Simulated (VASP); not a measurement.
**YRh with and without spin-orbit coupling**

What does spin-orbit coupling change in YRh, and what does it cost? All runs use PBEsol. Left out of this account: 1 further run (self-consistent run: a reference on another mesh). The start is a cell from a database of measured crystal structures.

Main program and level: VASP 6.6.1; PBEsol; plane waves and PAW (Y_sv, Rh_pv), in the first sound run; inputs show where later runs differ.

## Step 1: The starting structure

The structure is cubic, space group Pm-3m (No. 221). The conventional cell has a = 3.407 Å, b = 3.407 Å, c = 3.407 Å, α = 90.00°, β = 90.00°, γ = 90.00°. Nearest to Y lie 8 Rh at 2.95 Å. Nearest to Rh lie 8 Y at 2.95 Å. Farther neighbours are not listed.

## Step 2: Bands along the symmetry lines (PBEsol)

The mesh alone shows little of the dispersion and can miss band extrema, so KPOINTS_OPT adds a path through the symmetry points after the self-consistent cycle. PBEsol restores the gradient expansion of exchange and is tuned for the cells of solids.

The input, INCAR:

```
SYSTEM = YRh
PREC = Accurate
ENCUT = 400
EDIFF = 1E-06
NELM = 100
ISMEAR = -1
SIGMA = 0.05
LREAL = .FALSE.
ALGO = Normal
GGA = PS
NBANDS = 25
LASPH = .TRUE.
LORBIT = 11
LWAVE = .FALSE.
LCHARG = .FALSE.
KPAR = 2
```

The input, POSCAR:

```
YRh
1.0
    3.4070000000      0.0000000000      0.0000000000
    0.0000000000      3.4070000000      0.0000000000
    0.0000000000      0.0000000000      3.4070000000
Y Rh
1 1
Direct
    0.5000000000      0.5000000000      0.5000000000
    0.0000000000      0.0000000000      0.0000000000
```

The input, KPOINTS:

```
Automatic mesh
0
Gamma
10 10 10
0 0 0
```

The input, KPOINTS_OPT:

```
Line mode
16
Line-mode
Reciprocal
  0.00000000   0.00000000   0.00000000 GAMMA
  0.00000000   0.50000000   0.00000000 X

  0.00000000   0.50000000   0.00000000 X
  0.50000000   0.50000000   0.00000000 M

  0.50000000   0.50000000   0.00000000 M
  0.00000000   0.00000000   0.00000000 GAMMA

  0.00000000   0.00000000   0.00000000 GAMMA
  0.50000000   0.50000000   0.50000000 R

  0.50000000   0.50000000   0.50000000 R
  0.00000000   0.50000000   0.00000000 X

  0.50000000   0.50000000   0.00000000 M
  0.50000000   0.50000000   0.50000000 R
```

The projector-augmented-wave data sets are Y_sv and Rh_pv (PBE family, release 64).

The run is started by

```sh
$ mpirun -np 2 vasp_std
```

Log:

```text
[banner, memory and clock lines left out]
running    2 mpi-ranks, on    1 nodes
 distrk:  each k-point on    1 cores,    2 groups
 distr:  one band on    1 cores,    1 groups

 POSCAR found type information on POSCAR Y Rh
 POSCAR found :  2 types and       2 ions
|                                                                             |
|               ----> ADVICE to this user running VASP <----                  |
|                                                                             |
|     You enforced a specific xc type in the INCAR file but a different       |
|     [... a line on the potential file left out ...]
|     I HOPE YOU KNOW WHAT YOU ARE DOING!                                     |
|                                                                             |

 LDA part: xc-table for (Slater+PW92), standard interpolation
 POSCAR, INCAR and KPOINTS ok, starting setup
 FFT: planning ... GRIDC
 FFT: planning ... GRID_SOFT
 FFT: planning ... GRID
 WAVECAR not read
 entering main loop
       N       E                     dE             d eps       ncg     rms          rms(c)
DAV:   1     0.184160484333E+03    0.18416E+03   -0.12249E+04  2856   0.880E+02
DAV:   2    -0.964374133979E+01   -0.19380E+03   -0.18696E+03  3328   0.289E+02
DAV:   3    -0.169652364485E+02   -0.73215E+01   -0.71936E+01  4131   0.499E+01
DAV:   4    -0.171496043173E+02   -0.18437E+00   -0.18416E+00  3093   0.591E+00
DAV:   5    -0.171521588713E+02   -0.25546E-02   -0.25541E-02  3304   0.622E-01    0.365E+01
DAV:   6    -0.166716238683E+02    0.48054E+00   -0.53917E-01  3236   0.547E+00    0.216E+01
DAV:   7    -0.167034095149E+02   -0.31786E-01   -0.14365E+00  3818   0.438E+00    0.994E+00
DAV:   8    -0.165694077934E+02    0.13400E+00   -0.84810E-01  3048   0.411E+00    0.234E+00
DAV:   9    -0.165574979627E+02    0.11910E-01   -0.51995E-02  2981   0.169E+00    0.104E+00
DAV:  10    -0.165571956305E+02    0.30233E-03   -0.27507E-03  3185   0.326E-01    0.100E-01
DAV:  11    -0.165572334529E+02   -0.37822E-04   -0.14538E-04  3012   0.702E-02    0.767E-02
DAV:  12    -0.165572339209E+02   -0.46799E-06   -0.17701E-05  3070   0.303E-02    0.915E-03
DAV:  13    -0.165572339730E+02   -0.52095E-07   -0.10016E-06  2617   0.565E-03
   1 F= -.16557234E+02 E0= -.16551177E+02  d E =-.121147E-01
 Start KPOINTS_OPT (optional k-point list driver)
k-point batch [1-56\96]
       N       E                     dE             ncg
DAV:   1    -0.832992074151E+04   -0.35179E+05     2832
DAV:   2    -0.192191844564E+05   -0.10889E+05     3304
DAV:   3    -0.196643042838E+05   -0.44512E+03     4165
DAV:   4    -0.196772835175E+05   -0.12979E+02     3147
DAV:   5    -0.196774692556E+05   -0.18574E+00     3444
DAV:   6    -0.196774730418E+05   -0.37862E-02     3143
DAV:   7    -0.196774731295E+05   -0.87743E-04     3302
DAV:   8    -0.196774731316E+05   -0.20766E-05     2294
DAV:   9    -0.196774731317E+05   -0.12855E-06     1792
k-point batch [57-96\96]
       N       E                     dE             ncg
DAV:   1    -0.267032523268E+04   -0.42745E+05     2000
DAV:   2    -0.102808084812E+05   -0.76105E+04     2448
DAV:   3    -0.105794128424E+05   -0.29860E+03     3088
DAV:   4    -0.105847652195E+05   -0.53524E+01     2181
DAV:   5    -0.105848183322E+05   -0.53113E-01     2274
DAV:   6    -0.105848191622E+05   -0.82994E-03     2253
DAV:   7    -0.105848191818E+05   -0.19674E-04     2325
DAV:   8    -0.105848191823E+05   -0.48404E-06     1597
```

Wall time 34 s (2 MPI ranks of AMD EPYC 7R43, shared host); peak memory 0.3 GiB; 66 s of CPU time.

The logs omit lines about the potential files and the build; timing stands in the text.

From OUTCAR (step 2):

```text
ion  position               nearest neighbor table
   1  0.500  0.500  0.500-   2 2.95   2 2.95   2 2.95   2 2.95   2 2.95   2 2.95   2 2.95   2 2.95

  LATTYP: Found a simple cubic cell.
 ALAT       =     3.4070000000

 Subroutine GETGRP returns: Found 48 space group operations
 (whereof 48 operations were pure point group operations)

The static configuration has the point symmetry O_h .

 Found     56 irreducible k-points:

   k-points           NKPTS =     56   k-points in BZ     NKDIM =     56   number of bands    NBANDS=     25

   dimension x,y,z NGX =    24 NGY =   24 NGZ =   24
   dimension x,y,z NGXF=    48 NGYF=   48 NGZF=   48

   ENCUT  =  400.0 eV  29.40 Ry    5.42 a.u.   5.56  5.56  5.56*2*pi/ulx,y,z

   NELECT =      26.0000    total number of electrons

 k-points in reciprocal lattice and weights: Automatic mesh
   0.00000000  0.00000000  0.00000000       0.001
   0.10000000  0.00000000  0.00000000       0.006
   0.20000000  0.00000000  0.00000000       0.006
   0.30000000  0.00000000  0.00000000       0.006
   0.40000000  0.00000000  0.00000000       0.006
   0.50000000  0.00000000  0.00000000       0.003
   0.10000000  0.10000000  0.00000000       0.012
   0.20000000  0.10000000  0.00000000       0.024
   0.30000000  0.10000000  0.00000000       0.024
[...]
0.50000000  0.50000000  0.40000000       0.006
   0.50000000  0.50000000  0.50000000       0.001

 average (electrostatic) potential at core
       1 -33.2580       2 -75.1471

 E-fermi :   6.5684

 k-point     1 :       0.0000    0.0000    0.0000
  band No.  band energies     occupation
    ...
      9       2.6771      2.00000
     10       2.6771      2.00000
     11       4.9207      2.00000
     12       4.9207      2.00000
     13       4.9207      2.00000
     14       8.8096      0.00000
     15       8.8096      0.00000
     16      12.5358      0.00000
     17      12.5358      0.00000
     18      12.5358      0.00000
    ...

 k-point     2 :       0.1000    0.0000    0.0000
  band No.  band energies     occupation
    ...
      9       2.7493      2.00000
     10       2.8041      2.00000
     11       4.9020      2.00000
     12       4.9020      2.00000
     13       4.9502      2.00000
     14       8.6531      0.00000
     15       8.8603      0.00000
     16      11.7553      0.00000
     17      11.7553      0.00000
     18      12.4532      0.00000
    ...

 k-point     3 :       0.2000    0.0000    0.0000
  band No.  band energies     occupation
    ...
      9       2.9545      2.00000
     10       3.1410      2.00000
     11       4.8575      2.00000
     12       4.8575      2.00000
     13       5.0298      2.00000
     14       8.2325      0.00000
     15       8.8737      0.00000
     16      10.6346      0.00000
     17      10.6346      0.00000
     18      12.2378      0.00000
    ...

  Total       -0.7582662     -0.7582662     -0.7582662      0.0000000      0.0000000      0.0000000
  in kB      -30.7196228    -30.7196228    -30.7196228      0.0000000      0.0000000      0.0000000
  external PRESSURE =     -30.7196228 kB  Pullay stress =       0.0000000 kB

  energy-cutoff  :      400.00
  volume of cell :       39.55
      direct lattice vectors                 reciprocal lattice vectors
     3.407000000  0.000000000  0.000000000     0.293513355  0.000000000  0.000000000
     0.000000000  3.407000000  0.000000000     0.000000000  0.293513355  0.000000000
     0.000000000  0.000000000  3.407000000     0.000000000  0.000000000  0.293513355

 POSITION                                       TOTAL-FORCE (eV/Angst)
 -----------------------------------------------------------------------------------
      1.70350      1.70350      1.70350         0.000000      0.000000      0.000000
      0.00000      0.00000      0.00000         0.000000      0.000000      0.000000
 -----------------------------------------------------------------------------------
    total drift:                                0.000000      0.000000     -0.000000

  FREE ENERGIE OF THE ION-ELECTRON SYSTEM (eV)
  ---------------------------------------------------
  free  energy   TOTEN  =       -16.5572339730 eV

  energy  without entropy=      -16.5451192481  energy(sigma->0) =      -16.55117661

 total charge
# of ion       s       p       d       f       tot
--------------------------------------------------
    1        2.281   6.435   1.050   0.057   9.823
    2        0.409   6.146   7.273   0.000  13.828
--------------------------------------------------
tot          2.691  12.581   8.323   0.057  23.652

[... 3 further parts left out ...]
```

Spin-orbit coupling is off here; it would split degenerate levels. The PAW data sets were made with PBE, which is usual practice but a small mismatch for other functionals. At this level the cell is under a tension of 3.1 GPa, so at these settings it is away from equilibrium.

Numbers from this step:

| Property | Result |
| --- | --- |
| SCF cycles | 13 |
| electrons | 26 |
| bands | 25 |
| irreducible k-points | 56 |
| symmetry operations | 48 |
| free energy (TOTEN) | -16.56 eV |
| energy at zero smearing | -16.55 eV |
| Fermi energy | 6.568 eV |
| pressure | -3.072 GPa |
| metallic | yes |

The electronic bands at the labelled points (eV, zero at the Fermi level; # counts the bands kept, so #1 is VASP's band 8):

```tsv
point	#3	#4	#5	#6	#7	#8	#9	#10
Γ	-3.89	-1.65	-1.65	-1.65	2.24	2.24	5.97	5.97
0.47 of the way	-3.29	-1.73	-1.73	-1.50	1.49	2.23	3.73	3.73
X	-2.49	-1.79	-1.79	-1.31	0.41	0.43	2.36	2.36
0.47 of the way	-2.18	-2.14	-2.02	-0.44	0.08	1.68	2.75	3.71
M	-2.61	-2.61	-0.67	0.24	1.82	1.82	2.92	5.42
0.53 of the way	-2.74	-2.09	-1.80	-1.55	1.76	2.24	2.31	3.54
Γ	-3.89	-1.65	-1.65	-1.65	2.24	2.24	5.97	5.97
0.53 of the way	-2.43	-2.40	-2.28	-2.28	1.96	1.96	3.62	3.62
R	-2.40	-1.00	-1.00	-1.00	-0.62	-0.62	4.95	6.91
0.47 of the way	-2.42	-2.34	-1.94	-0.25	-0.03	1.44	3.29	5.11
X	-2.49	-1.79	-1.79	-1.31	0.41	0.43	2.36	2.36
jump to M	-2.61	-2.61	-0.67	0.24	1.82	1.82	2.92	5.42
0.47 of the way	-2.59	-2.59	-0.65	0.22	0.35	0.35	3.95	6.81
R	-2.40	-1.00	-1.00	-1.00	-0.62	-0.62	4.95	6.91
```

Of the projections kept (Y, Rh), the largest for each band there; the rest of the weight can lie on other orbitals:

```tsv
point	#3	#4	#5	#6	#7	#8	#9	#10
Γ	Rh 0.77	Rh 0.92	Rh 0.92	Rh 0.92	Y 0.65	Y 0.65	Y 0.89	Y 0.89
X	Y 0.77	Rh 0.93	Rh 0.93	Rh 0.98	Y 1.00	Rh 0.82	Y 0.91	Y 0.91
M	Rh 0.83	Rh 0.83	Rh 1.00	Rh 0.79	Y 0.75	Y 0.75	Y 0.65	Y 0.75
Γ	Rh 0.77	Rh 0.92	Rh 0.92	Rh 0.92	Y 0.65	Y 0.65	Y 0.89	Y 0.89
R	Rh 0.84	Y 0.79	Y 0.79	Y 0.79	Rh 1.00	Rh 1.00	Rh 0.80	Y 1.00
X	Y 0.77	Rh 0.93	Rh 0.93	Rh 0.98	Y 1.00	Rh 0.82	Y 0.91	Y 0.91
```

There is no gap at this level.

(Continued in part 2 of 4.)

[Lines on the potential files, build, host, timing and source positions are cut from VASP's logs without a mark.]

[Logs are printed without paths, hosts, clocks, repeated set-up lines and the standing remarks that a program may print on its own settings, such as how far it seeks lower states.]

[Hosts, paths, dates, database ids (printed as entryN), source tags and the programs' standing remarks are cut or masked in the printed files.]

[A measured line is paired with the nearest computed mode of its activity, which favours agreement.]

[In band tables of VASP the shares of atoms and orbitals are scaled to a sum of 1 inside the atoms' spheres.]
